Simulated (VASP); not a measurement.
Crystal: SiC.

```
Si C
1.0
     3.07600    0.00000    0.00000
    -1.53800    2.66389    0.00000
     0.00000    0.00000    5.04800
Si C
2 2
Direct
  0.33333 0.66667 0.00000
  0.66667 0.33333 0.50000
  0.33333 0.66667 0.38500
  0.66667 0.33333 0.88500
```

```yaml
Program: VASP 6.6.1
Task: relaxation of cell and atoms
Functional: PBE
Potentials_or_basis: VASP PAW PBE potentials, release 64 (Si, C)
Cutoff: 520 eV
k_mesh: 12 × 12 × 6
Occupations: gaussian, width 0.02 eV
Spin: no spin polarisation
```

At the start: pressure 6.1 GPa; volume 10.34 Å³/atom.

Where does the relaxation end?

Over 24 steps the energy falls by 6.6 meV/atom and the volume is 10.50 Å³/atom (+1.5 %); space group P6_3mc (No. 186, to 0.05 Å).

Step by step:
```tsv
step	energy change (eV)	largest force (eV/Å)	pressure (GPa)	volume (Å³)
1	0.0000	0.7314	6.14	41.36
2	0.0298	0.4417	-4.51	43.78
3	-0.0159	0.0237	-5.17	42.79
4	-0.0206	0.2217	-2.10	42.33
5	-0.0197	0.2632	-1.48	42.29
6	-0.0252	0.1262	0.20	41.85
7	-0.0259	0.0282	0.40	41.96
8	-0.0259	0.0017	0.10	41.99
9	-0.0259	0.0074	0.11	41.98
10	-0.0266	0.0008	0.10	41.99
11	-0.0260	0.0202	0.09	41.99
12	-0.0263	0.0252	0.10	41.99
13	-0.0263	0.0207	0.10	41.99
14	-0.0263	0.0193	0.10	41.99
15	-0.0264	0.0200	-0.04	42.02
16	-0.0264	0.0231	-0.06	42.01
17	-0.0264	0.0089	-0.01	42.00
18	-0.0264	0.0011	0.03	42.00
19	-0.0264	0.0028	0.02	42.00
20	-0.0264	0.0031	0.01	42.00
21	-0.0264	0.0048	0.01	42.00
22	-0.0264	0.0055	0.01	42.00
23	-0.0264	0.0023	0.00	42.00
24	-0.0264	0.0003	0.00	42.00
```

Final structure:
```xyz
4
Lattice="3.0917 0.0000 0.0000 -1.5458 2.6775 0.0000 0.0000 0.0000 5.0743" Properties=species:S:1:pos:R:3 pbc="T T T"
Si    0.0000    1.7850    0.0233
Si    1.5458    0.8925    2.5604
C     0.0000    1.7850    1.9303
C     1.5458    0.8925    4.4674
```
